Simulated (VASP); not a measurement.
All values below come from AM05 GGA, VASP's PBE PAW potentials (set 64) (plane waves; VASP 6.6.1).

A VASP calculation is set up with these files.

### POSCAR
```
CoAl
1
    2.8776000043     0.0000000000     0.0000000000
    0.0000000000     2.8776000043     0.0000000000
    0.0000000000     0.0000000000     2.8776000043
Al Co
1 1
Direct
  0.5000000000   0.5000000000   0.5000000000
  0.0000000000   0.0000000000   0.0000000000
```

### INCAR
```
# general
SYSTEM  = CoAl
PREC    = Accurate
ENCUT   = 520
LREAL   = .FALSE.
LASPH   = .TRUE.

# electronic loop
EDIFF   = 1E-7
NELM    = 100
ALGO    = Normal
LMAXMIX = 4

# smearing
ISMEAR  = 1
SIGMA   = 0.1

# functional
GGA     = AM

# ions
ISIF    = 2

# output
LWAVE   = .FALSE.
LCHARG  = .FALSE.
```

### KPOINTS
```
Automatic mesh
0
Gamma
13 13 13
0 0 0
```

POTCAR, in this order: Al Co (PBE.64 set). Program: vasp_std.

Output

File OSZICAR:
```
       N       E                     dE             d eps       ncg     rms          rms(c)
DAV:   1     0.357984064467E+02    0.35798E+02   -0.54996E+03  1688   0.126E+03
DAV:   2    -0.132877994315E+02   -0.49086E+02   -0.46667E+02  1688   0.194E+02
DAV:   3    -0.145482521718E+02   -0.12605E+01   -0.12491E+01  2024   0.407E+01
DAV:   4    -0.145707409669E+02   -0.22489E-01   -0.22477E-01  2024   0.489E+00
DAV:   5    -0.145715008688E+02   -0.75990E-03   -0.75988E-03  1992   0.879E-01    0.130E+01
DAV:   6    -0.179092967760E+02   -0.33378E+01   -0.83282E+01  1908   0.134E+02    0.192E+01
DAV:   7    -0.127436649653E+02    0.51656E+01   -0.36320E+01  1860   0.854E+01    0.186E+00
DAV:   8    -0.127395200097E+02    0.41450E-02   -0.27206E-01  1744   0.455E+00    0.126E+00
DAV:   9    -0.127228938848E+02    0.16626E-01   -0.46124E-02  2022   0.286E+00    0.356E-01
DAV:  10    -0.127222346149E+02    0.65927E-03   -0.14279E-03  1966   0.507E-01    0.138E-01
DAV:  11    -0.127222177721E+02    0.16843E-04   -0.36219E-05  2094   0.597E-02    0.247E-02
DAV:  12    -0.127222151665E+02    0.26057E-05   -0.73363E-06  1946   0.364E-02    0.557E-03
DAV:  13    -0.127222149297E+02    0.23673E-06   -0.39150E-07  1542   0.515E-03    0.142E-03
DAV:  14    -0.127222149011E+02    0.28658E-07   -0.10353E-07   880   0.310E-03
   1 F= -.12722215E+02 E0= -.12722342E+02  d E =0.381977E-03
```

OUTCAR:
```
------------------------ aborting loop because EDIFF is reached ----------------------------------------
  FORCE on cell =-STRESS in cart. coord.  units (eV):
  Direction    XX          YY          ZZ          XY          YZ          ZX
  --------------------------------------------------------------------------------------
  Total       -1.4888884     -1.4888884     -1.4888884      0.0000000     -0.0000000      0.0000000
  in kB     -100.1109219   -100.1109219   -100.1109219      0.0000000     -0.0000000      0.0000000
  external PRESSURE =    -100.1109219 kB  Pullay stress =       0.0000000 kB
  volume of cell :       23.83
      direct lattice vectors                 reciprocal lattice vectors
     2.877600004  0.000000000  0.000000000     0.347511815  0.000000000  0.000000000
     0.000000000  2.877600004  0.000000000     0.000000000  0.347511815  0.000000000
     0.000000000  0.000000000  2.877600004     0.000000000  0.000000000  0.347511815
 POSITION                                       TOTAL-FORCE (eV/Angst)
 -----------------------------------------------------------------------------------
      1.43880      1.43880      1.43880         0.000000      0.000000      0.000000
      0.00000      0.00000      0.00000         0.000000      0.000000      0.000000
 -----------------------------------------------------------------------------------
    total drift:                                0.000000      0.000000      0.000000
  FREE ENERGIE OF THE ION-ELECTRON SYSTEM (eV)
  ---------------------------------------------------
  free  energy   TOTEN  =       -12.7222149011 eV

  energy  without entropy=      -12.7225968785  energy(sigma->0) =      -12.72234223
```
(Selected blocks of OUTCAR.)

The compound is CoAl in the CsCl type structure. This cell is one point of a volume scan, at 1.06 of the reference volume. The run is not spin-polarised, so no magnetic state was tried.
